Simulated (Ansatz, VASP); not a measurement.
**Mg2SO in two plane-wave programs**

Aim: how closely do two programs agree when they are given the same cell, functional and k mesh? The cell is generated by rule, not measured, and may not be a known phase. Of the first pair: The cell is taken from a series of runs on this material, whose earlier steps may have relaxed, scaled, displaced or heated it; both programs get it as it stands.

Calculated with Ansatz 0.2.0; plane waves, with VASP 6.6.1 beside it; relaxation of cell and atoms at PBE.

**1. The structure**

It takes space group P3m1 (No. 156, trigonal). Conventional cell: a = 3.658 Å, b = 3.658 Å, c = 5.972 Å, α = 90.00°, β = 90.00°, γ = 120.00°. Mg has 3 O at 2.17 Å and 1 S at 2.46 Å nearest. Nearest to Mg lie 1 O at 1.97 Å and 3 S at 2.35 Å. Nearest to S lie 4 Mg at 2.35 to 2.46 Å. Nearest to O lie 4 Mg at 1.97 to 2.17 Å. Farther neighbours and most contacts between anions are not listed.

**2. VASP: relaxation of cell and atoms, PBE, pair 1**

The relaxed volume is the usual yardstick between codes: in a stiff, nearly cubic crystal its relative difference is about their pressure difference at one cell divided by the bulk modulus.

Lines of VASP's logs that name or quote its potential files are left out, and so is its time.

The input, INCAR:

```
SYSTEM = Mg2SO
PREC = Accurate
ENCUT = 600
EDIFF = 1E-07
NELM = 120
ISMEAR = 0
SIGMA = 0.02
LREAL = .FALSE.
ALGO = Normal
GGA = PE
NBANDS = 14
LORBIT = 11
LWAVE = .FALSE.
LCHARG = .FALSE.
ISIF = 3
IBRION = 2
NSW = 80
EDIFFG = -0.005
LASPH = .TRUE.
GGA_COMPAT = .FALSE.
NELMIN = 4
EFERMI = MIDGAP
```

The input, POSCAR:

```
Mg2SO
1.0
    3.6576230000      0.0000000000      0.0000000000
   -1.8288120000      3.1675950000      0.0000000000
    0.0000000000      0.0000000000      5.9720450000
Mg S O
2 1 1
Direct
    0.3333334245      0.6666666667      0.9734544867
    0.6666668489      0.3333333333      0.5595481950
    0.3333334245      0.6666666667      0.3861277000
    0.6666668489      0.3333333333      0.8900696495
```

The input, KPOINTS:

```
Automatic mesh
0
Gamma
9 9 4
0 0 0
```

PAW data sets: Mg, S and O (PBE family, release 64).

Run with:

```console
$ mpirun -np 1 vasp_std
```

Numbers of over 12 decimals in the logs are rounded to 6 here.

The log of the run:

```text
[banner, memory and clock lines left out]
running    1 mpi-ranks, on    1 nodes
 distrk:  each k-point on    1 cores,    1 groups
 distr:  one band on    1 cores,    1 groups

 POSCAR found type information on POSCAR MgS O
 POSCAR found :  3 types and       4 ions
 LDA part: xc-table for (Slater+PW92), standard interpolation
 POSCAR, INCAR and KPOINTS ok, starting setup
 FFT: planning ... GRIDC
 FFT: planning ... GRID_SOFT
 FFT: planning ... GRID
 WAVECAR not read
 entering main loop
       N       E                     dE             d eps       ncg     rms          rms(c)
DAV:   1     0.742153822892E+02    0.74215E+02   -0.72464E+03  1204   0.108E+03
DAV:   2    -0.153565158562E+02   -0.89572E+02   -0.81159E+02  1586   0.185E+02
DAV:   3    -0.222617627750E+02   -0.69052E+01   -0.68700E+01  1558   0.585E+01
DAV:   4    -0.223246792772E+02   -0.62917E-01   -0.62902E-01  1438   0.644E+00
DAV:   5    -0.223254181277E+02   -0.73885E-03   -0.73881E-03  1654   0.703E-01    0.955E+00
DAV:   6    -0.196620175920E+02    0.26634E+01   -0.10616E+01  1240   0.220E+01    0.522E+00
DAV:   7    -0.195046377106E+02    0.15738E+00   -0.38615E-01  1396   0.649E+00    0.352E+00
DAV:   8    -0.194890131239E+02    0.15625E-01   -0.28232E-01  1588   0.374E+00    0.112E+00
DAV:   9    -0.194881195222E+02    0.89360E-03   -0.12793E-02  1492   0.885E-01    0.378E-01
DAV:  10    -0.194895155731E+02   -0.13961E-02   -0.31080E-03  1414   0.454E-01    0.231E-01
DAV:  11    -0.194895463891E+02   -0.30816E-04   -0.15385E-04  1698   0.122E-01    0.111E-01
DAV:  12    -0.194897338501E+02   -0.18746E-03   -0.43827E-04  1228   0.139E-01    0.179E-02
DAV:  13    -0.194897323416E+02    0.15085E-05   -0.13403E-05  1684   0.297E-02    0.197E-02
DAV:  14    -0.194897336275E+02   -0.12859E-05   -0.24818E-06  1330   0.107E-02    0.527E-03
DAV:  15    -0.194897337451E+02   -0.11758E-06   -0.36941E-07  1606   0.579E-03    0.307E-03
DAV:  16    -0.194897337023E+02    0.42842E-07   -0.20903E-07  1204   0.349E-03
   1 F= -.19489734E+02 E0= -.19489734E+02  d E =-.194897E+02
[...]
2 F= -.19490125E+02 E0= -.19490125E+02  d E =-.391557E-03
[...]
3 F= -.19490137E+02 E0= -.19490137E+02  d E =-.403152E-03
[...]
4 F= -.19490169E+02 E0= -.19490169E+02  d E =-.325522E-04
[...]
5 F= -.19490187E+02 E0= -.19490187E+02  d E =-.497357E-04
[...]
6 F= -.19490199E+02 E0= -.19490199E+02  d E =-.123509E-04
[...]
7 F= -.19490199E+02 E0= -.19490199E+02  d E =-.123144E-04
 curvature:  -0.90 expect dE=-0.505E-05 dE for cont linesearch -0.309E-08
 trial: gam= 0.28161 g(F)=  0.466E-05 g(S)=  0.938E-06 ort =-0.314E-06 (trialstep = 0.128E+01)
 search vector abs. value=  0.770E-05
 bond charge predicted
       N       E                     dE             d eps       ncg     rms          rms(c)
DAV:   1    -0.194902046160E+02   -0.56920E-05   -0.86227E-04  1204   0.234E-01    0.895E-03
DAV:   2    -0.194902042028E+02    0.41322E-06   -0.12232E-05  1582   0.292E-02    0.514E-03
DAV:   3    -0.194902035384E+02    0.66445E-06   -0.77203E-07  1546   0.684E-03    0.165E-03
DAV:   4    -0.194902034822E+02    0.56134E-07   -0.17238E-07  1056   0.335E-03
   8 F= -.19490203E+02 E0= -.19490203E+02  d E =-.457772E-05
 trial-energy change:   -0.000005  1 .order   -0.000005   -0.000007   -0.000002
 step:   1.8993(harm=  1.8993)  dis= 0.00080  next Energy=   -19.490204 (dE=-0.523E-05)
 reached required accuracy - stopping structural energy minimisation
```

From OUTCAR (step 2):

```text
ion  position               nearest neighbor table
   1  0.333  0.667  0.973-   4 2.17   4 2.17   4 2.17   3 2.46   2 3.25   2 3.25   2 3.25
   2  0.667  0.333  0.560-   4 1.97   3 2.35   3 2.35   3 2.35   1 3.25   1 3.25   1 3.25
   3  0.333  0.667  0.386-   2 2.35   2 2.35   2 2.35   1 2.46
   4  0.667  0.333  0.890-   2 1.97   1 2.17   1 2.17   1 2.17

  LATTYP: Found a hexagonal cell.
 ALAT       =     3.6576230000
 C/A-ratio  =     1.6327666903

 Subroutine GETGRP returns: Found  6 space group operations
 (whereof  6 operations were pure point group operations)

The static configuration has the point symmetry C_3v.

 Found     43 irreducible k-points:

   k-points           NKPTS =     43   k-points in BZ     NKDIM =     43   number of bands    NBANDS=     14

   dimension x,y,z NGX =    30 NGY =   30 NGZ =   48
   dimension x,y,z NGXF=    60 NGYF=   60 NGZF=   96

   ENCUT  =  600.0 eV  44.10 Ry    6.64 a.u.   7.31  7.31 11.93*2*pi/ulx,y,z

   NELECT =      16.0000    total number of electrons

 k-points in reciprocal lattice and weights: Automatic mesh
   0.00000000  0.00000000  0.00000000       0.003
   0.11111111 -0.00000000  0.00000000       0.019
   0.22222222 -0.00000000  0.00000000       0.019
   0.33333333 -0.00000000  0.00000000       0.019
   0.44444444 -0.00000000  0.00000000       0.019
   0.11111111  0.11111111  0.00000000       0.019
   0.22222222  0.11111111  0.00000000       0.037
   0.33333333  0.11111111  0.00000000       0.037
   0.44444444  0.11111111  0.00000000       0.019
[...]
0.33333333  0.22222222  0.50000000       0.037
   0.33333333  0.33333333  0.50000000       0.006

 average (electrostatic) potential at core
       1 -38.4607       2 -37.4168       3 -87.4990       4 -71.8883

 E-fermi :   2.8078

 k-point     1 :       0.0000    0.0000    0.0000
  band No.  band energies     occupation
    ...
      4       0.0192      2.00000
      5       0.0192      2.00000
      6       0.8532      2.00000
      7       2.0505      2.00000
      8       2.0505      2.00000
      9       3.5650      0.00000
     10       8.0459      0.00000
     11      10.3111      0.00000
     12      10.7795      0.00000
     13      10.7795      0.00000
    ...

 k-point     2 :       0.1111   -0.0000    0.0000
  band No.  band energies     occupation
    ...
      4      -0.2555      2.00000
      5      -0.0198      2.00000
      6       0.8287      2.00000
      7       1.4742      2.00000
      8       1.9540      2.00000
      9       4.0197      0.00000
     10       8.5720      0.00000
     11       9.8732      0.00000
     12      10.3464      0.00000
     13      11.1503      0.00000
    ...

 k-point     3 :       0.2222   -0.0000    0.0000
  band No.  band energies     occupation
    ...
      4      -0.8201      2.00000
      5      -0.1167      2.00000
      6       0.3780      2.00000
      7       0.7491      2.00000
      8       1.7302      2.00000
      9       4.9537      0.00000
     10       8.5476      0.00000
     11       8.9772      0.00000
     12      10.2577      0.00000
     13      11.4404      0.00000
    ...

  Total       -0.0003946     -0.0003946      0.0031277      0.0000000      0.0000000     -0.0000000
  in kB       -0.0091852     -0.0091852      0.0728015      0.0000000      0.0000000     -0.0000000
  external PRESSURE =       0.0181437 kB  Pullay stress =       0.0000000 kB

  energy-cutoff  :      600.00
  volume of cell :       68.83
      direct lattice vectors                 reciprocal lattice vectors
     3.647917344  0.000000002 -0.000000000     0.274129018  0.158268478  0.000000000
    -1.823959169  3.159189650  0.000000000    -0.000000000  0.316536869 -0.000000000
    -0.000000000  0.000000000  5.972785167     0.000000000 -0.000000000  0.167426079

 POSITION                                       TOTAL-FORCE (eV/Angst)
 -----------------------------------------------------------------------------------
      0.00000      2.10613      5.81593         0.000000      0.000000      0.001991
      1.82396      1.05306      3.34370         0.000000      0.000000     -0.002514
      0.00000      2.10613      2.30386         0.000000      0.000000      0.001080
      1.82396      1.05306      5.31525        -0.000000     -0.000000     -0.000557
 -----------------------------------------------------------------------------------
    total drift:                               -0.001030     -0.000006      0.001038

  FREE ENERGIE OF THE ION-ELECTRON SYSTEM (eV)
  ---------------------------------------------------
  free  energy   TOTEN  =       -19.4902034822 eV

  energy  without entropy=      -19.4902034822  energy(sigma->0) =      -19.49020348

 reached required accuracy - stopping structural energy minimisation

 total charge
# of ion       s       p       d       tot
------------------------------------------
    1        0.138   0.123   0.041   0.301
    2        0.182   0.189   0.062   0.433
    3        1.314   2.553   0.000   3.867
    4        1.541   3.452   0.000   4.993
--------------------------------------------------
tot          3.175   6.316   0.103   9.593

[... 3 further parts left out ...]
```

CONTCAR:

```
Mg2SO
   1.00000000000000
     3.6479173440195005    0.0000000015300059   -0.0000000000000000
    -1.8239591693579549    3.1591896501053949    0.0000000000000000
    -0.0000000000000000    0.0000000000000000    5.9727851673457915
  Mg              S               O
     2     1     1
Direct
     0.3333334244999975    0.6666666667000030    0.9737380742838210
     0.6666668489000003    0.3333333332999970    0.5598234031964535
     0.3333334244999975    0.6666666667000030    0.3857265497036421
     0.6666668489000003    0.3333333332999970    0.8899120040160832
```

**3. Ansatz: relaxation of cell and atoms, PBE, pair 1**

Ansatz runs on norm-conserving files, of PseudoDojo where its log says so.

The same cell, functional, mesh and smearing now go to Ansatz, which takes its cutoff from its data sets.

The input, input.yaml:

```yaml
crystal:
  lattice:
    - [3.6576230904, 0.0, 0.0]
    - [-1.8288115452, 3.1675945137, 0.0]
    - [0.0, 0.0, 5.9720450393]
  atoms:
    - { symbol: Mg, position: [0.3333333333, 0.6666666667, -0.026545554] }
    - { symbol: Mg, position: [0.6666666667, 0.3333333333, 0.5595481979] }
    - { symbol: S, position: [0.3333333333, 0.6666666667, 0.3861277174] }
    - { symbol: O, position: [0.6666666667, 0.3333333333, 0.8900696387] }
kpoints:
  mp_grid: { grid: [9, 9, 4] }
hamiltonian:
  xc: pbe
  pseudopotentials: { kind: nc }
scf:
  occupations: { method: gaussian, width: 0.02 }
output:
  forces: true
  stress: true
  eigenvalues: true
relax:
  adjacent_minimum: "off"
  f_tol: 0.005
  max_steps: 80
  cell: { stress_tol: 0.05 }
```

Run with:

```console
$ ansatz run input.yaml --threads 4 --pin off --max-ram 7168MiB --backend cpu --events-out ev --progress --plain --runs-dir out
```

The log of the run:

```text
Engine: ansatz 0.2.0, aarch64-unknown-linux-gnu
Pseudopotentials: kind: nc
Pseudopotential: Mg, nc, valence charge 10, recommended cutoff 1142.878222 eV (normal), Mg.nc.azcp
Pseudopotential: S, nc, valence charge 6, recommended cutoff 770 eV (normal), S.nc.azcp (PseudoDojo's, or run here from an input of PseudoDojo's: the run reads no file of this project's for it)
Pseudopotential: O, nc, valence charge 6, recommended cutoff 1240 eV (normal), O.nc.azcp
Functional definition: PBE
  parameter kappa = 0.804
  parameter beta = 0.066725
  exchange = pbe_x(kappa = kappa, mu = beta*pi^2/3)
  correlation = pbe_c(beta = beta)
Crystal: 4 atoms, lattice volume = 69.191 Å³
Basis set: ecut = 1240 eV, 6827 PW (Γ), exchange–correlation on 90×90×144 points (8 copies of the dense FFT grid, shifted against one another)
Bands: 20, of which v1, the nominal top of the filled ones, is band 16 counted from 1 (15 counted from 0)
Symmetry: 6 space group operations
Space group: P3m1 (ITA 156), of the structure as read, at distance tolerance 4.1e-5 Å
k-points: 43 of 324 (time reversal used)
Non-local potential: Mg, projectors of the file, l = 0: 2, l = 1: 2
Non-local potential: S, projectors of the file, l = 0: 2, l = 1: 2, l = 2: 2
Non-local potential: O, projectors of the file, l = 0: 2, l = 1: 2, l = 2: 1
Initial density: superposition of atomic densities (chi_scale 0.1, normalization cell, long waves kept (reshape's long-wave potential 0.13 eV rms))
Initial wavefunctions: pseudopotential atomic-orbital guess
Functional: x = pbe(κ = 0.804, μ = 0.219515), c = pbe(β = 0.066725)
SCF iter   1: F=—  HF=-4002.199556 eV  |F-HF|=—  |Δ(HF+E_count)|=         —  Δρ=7.33e-2  dr2=3.38e0  ethr=3.10e-3  ⟨swp⟩=7.4  Hψ=4915  notcnv=0
preconditioner: auto → Resta (q_TF=auto, 2.399 Å⁻¹)  ε∞=3.6  [insulator: Δε(μ)=2.435 eV  Ē_g=10.997 eV  σ=0.020 eV  W_gap=1.00  n_scr=22 (ndim 8)  ℏωp=17.9 eV  f_vac=0.000  D(μ)=0.00/eV (n_scr^D=0)  ε∞_Penn≈3.6]
SCF iter   2: F=—  HF=-4001.296456 eV  |F-HF|=—  |Δ(HF+E_count)|=   9.03e-1  Δρ=3.12e-2  dr2=8.73e-1  ethr=3.10e-3  ⟨swp⟩=4.0  Hψ=2229  notcnv=0
SCF iter   3: F=—  HF=-4001.084031 eV  |F-HF|=—  |Δ(HF+E_count)|=   2.12e-1  Δρ=1.94e-2  dr2=2.67e-1  ethr=2.73e-3  ⟨swp⟩=2.1  Hψ=1661  notcnv=0
SCF iter   4: F=—  HF=-4001.034607 eV  |F-HF|=—  |Δ(HF+E_count)|=   4.94e-2  Δρ=5.60e-3  dr2=2.36e-2  ethr=8.35e-4  ⟨swp⟩=3.5  Hψ=1474  notcnv=0
SCF iter   5: F=—  HF=-4001.035869 eV  |F-HF|=—  |Δ(HF+E_count)|=   1.26e-3  Δρ=9.32e-4  dr2=8.29e-4  ethr=7.39e-5  ⟨swp⟩=3.1  Hψ=1746  notcnv=0  defer=1
SCF iter   6: F=—  HF=-4001.036572 eV  |F-HF|=—  |Δ(HF+E_count)|=   7.04e-4  Δρ=2.49e-4  dr2=3.01e-5  ethr=2.59e-6  ⟨swp⟩=2.7  Hψ=1552  notcnv=0
SCF iter   7: F=—  HF=-4001.036317 eV  |F-HF|=—  |Δ(HF+E_count)|=   2.55e-4  Δρ=6.06e-5  dr2=2.23e-6  ethr=9.42e-8  ⟨swp⟩=2.7  Hψ=1462  notcnv=0
SCF iter   8: F=—  HF=-4001.036320 eV  |F-HF|=—  |Δ(HF+E_count)|=   3.05e-6  Δρ=1.26e-5  dr2=1.13e-7  ethr=6.97e-9  ⟨swp⟩=2.1  Hψ=1169  notcnv=0
SCF iter   9: F=-4001.036320 eV  HF=-4001.036320 eV  |F-HF|=2.81e-9  |Δ(HF+E_count)|=   1.46e-7  Δρ=3.58e-6  dr2=7.45e-9  ethr=3.13e-10  ⟨swp⟩=7.2  Hψ=4672  notcnv=0
SCF 1 converged in 9 iterations: F = -4001.036320 eV  dr2 = 7.45e-9
relax step   1: F+E_penalty+E_count = -4001.03632014 eV  Δ(F+E_penalty+E_count) = +0.000e0 eV  max|allowed force component| = 1.496e-2 eV/Å  Δτ_max = 0.0000 Å  P = -0.081 GPa  Ω = 69.191 Å³  (9 SCF iters, dr2 threshold 1.00e-7 eV, accepted)
[...]
relax step   2: F+E_penalty+E_count = -4001.03638192 eV  Δ(F+E_penalty+E_count) = -6.178e-5 eV  max|allowed force component| = 3.496e-3 eV/Å  Δτ_max = 0.0020 Å  P = -0.032 GPa  Ω = 69.162 Å³  energy of the carried Pulay correction = +4.460e-6 eV  (5 SCF iters, dr2 threshold 3.10e-8 eV, accepted)
[...]
relax step   3: F+E_penalty+E_count = -4001.03637858 eV  Δ(F+E_penalty+E_count) = +3.341e-6 eV  max|allowed force component| = 3.535e-3 eV/Å  Δτ_max = 0.0000 Å  P = -0.032 GPa  Ω = 69.162 Å³  stress off target by 3.71e-2 GPa  SCF on the basis re-selected at this cell (its energy is not comparable with the rows above)  (5 SCF iters)
basis re-selected at this cell: Δ(F+E_penalty+E_count) = +3.341e-6 eV, ΔP = -0.000 GPa vs the last step (what re-selecting the basis moved, of the pressure what is left beyond the Pulay correction that the steps carried, after the strain that the cell walked since its last selection, with what the two solves' SCF thresholds leave and, on support functions, any second-order correction that the steps lacked; it is no m [...]
SCF converged after 5 iterations
Free energy (F): -4001.036379 eV
Harris-Foulkes:  -4001.036379 eV  (|F-HF|=4.55e-13)
Internal energy: -4001.036379 eV  (E = F + TS)
E sigma→0 (E₀):  -4001.036379 eV
Fermi energy:    5.428439 eV
--- Per-component energies (eV) ---
  E_band       = -721.042873
  E_kinetic    = 2273.185416
  E_local      = -4039.727781  (includes V_loc(G=0)·N_el)
  E_nonlocal   = -1066.407966
  E_hartree    = 1444.520231
  E_xc         = -648.003653
  E_vxc        = -777.133014  (∫ρ·V_xc dr)
  E_ewald      = -1964.602625
  E_smearing   = -0.000000  (= −TS)
  E_closure    = -0.000000  (closes the sum)
  Σ components = -4001.036379   (vs F -4001.036379, Δ=0.00e0)
--- Forces (eV/Å), atoms counted from 1 ---
  atom   1  Mg     0.00000000    -0.00000000    -0.00000842
  atom   2  Mg    -0.00000000     0.00000000     0.00186813
  atom   3  S      0.00000000     0.00000000    -0.00354829
  atom   4  O      0.00000000    -0.00000000     0.00163661
  max |Σ_I F_I| component: 5.20e-5 eV/Å
--- Stress (GPa, compression-positive) ---
       -0.037123       0.000000       0.000000
        0.000000      -0.037123      -0.000000
        0.000000      -0.000000      -0.022308
  P = ⅓ Tr σ = -0.0322 GPa (-0.322 kbar)
--- Band table (eV; the first three rows and the last of 43) ---
  k-point 0: bands = [... 12 lower, 2.6652, 3.4908, 4.6589, 4.6589, 6.1978, 10.6312, 12.9200, 13.3510]
  k-point 1: bands = [... 12 lower, 2.6691, 2.7966, 4.6526, 4.6526, 7.0575, 10.5689, 11.7645, 13.3448]
  k-point 2: bands = [... 12 lower, 2.6731, 2.6731, 4.6462, 4.6462, 8.1138, 9.9521, 11.1799, 13.3648]
  k-point 42: bands = [... 12 lower, 1.5588, 2.1550, 3.0723, 3.3870, 9.7114, 10.5444, 10.7292, 12.0087]
--- Relaxed structure (2 steps of the walk, 2 accepted, 1 SCFs on fresh bases) ---
  F+E_penalty+E_count = -4001.03637858 eV   max|allowed force component| = 3.535e-3 eV/Å   (the final SCF, on the basis selected at the relaxed cell)
  cell:  # Å, volume = 69.1623 Å³
    - [3.655761, 0.0, 0]
    - [-1.827880, 3.165982, 0]
    - [0, 0, 5.975626]
  atoms:
    - { symbol: Mg, position: [0.333333, 0.666667, -0.026207] }
    - { symbol: Mg, position: [0.666667, 0.333333, 0.559461] }
    - { symbol: S, position: [0.333333, 0.666667, 0.386188] }
    - { symbol: O, position: [0.666667, 0.333333, 0.889758] }
```

In the SCF lines HF is the Harris–Foulkes energy and dr2 the Hartree energy of the density residual, in eV; the loop may stop once dr2 is under the threshold and the program's other checks hold. Hψ counts applications of the Hamiltonian.

**4. Comparison**

Known differences besides the potentials themselves: the data sets hold 32 valence electrons in Ansatz (on norm-conserving files, of PseudoDojo where its log says so) and 16 in VASP; the cutoff is 1240 eV in Ansatz and 600 eV in VASP; Ansatz adds a Pulay correction to the stress that steers its cell, VASP none. Total energies have different zeros and are not compared.

The two programs side by side:

| quantity | Ansatz | VASP | difference |
| --- | --- | --- | --- |
| volume (Å³) | 69.16 | 68.83 | +0.48 % |
| edge a after relaxation, in the typed setting (Å) | 3.656 | 3.648 | +0.22 % |
| edge c after relaxation, in the typed setting (Å) | 5.976 | 5.973 | +0.05 % |

(Part 1 of 2 ends here.)

[Lines on the potential files, build, host, timing and source positions are cut from VASP's logs without a mark.]

[Logs are printed without paths, hosts, clocks, repeated set-up lines and the standing remarks that a program may print on its own settings, such as how far it seeks lower states.]

[Hosts, paths, dates, database ids (printed as entryN), source tags and the programs' standing remarks are cut or masked in the printed files.]
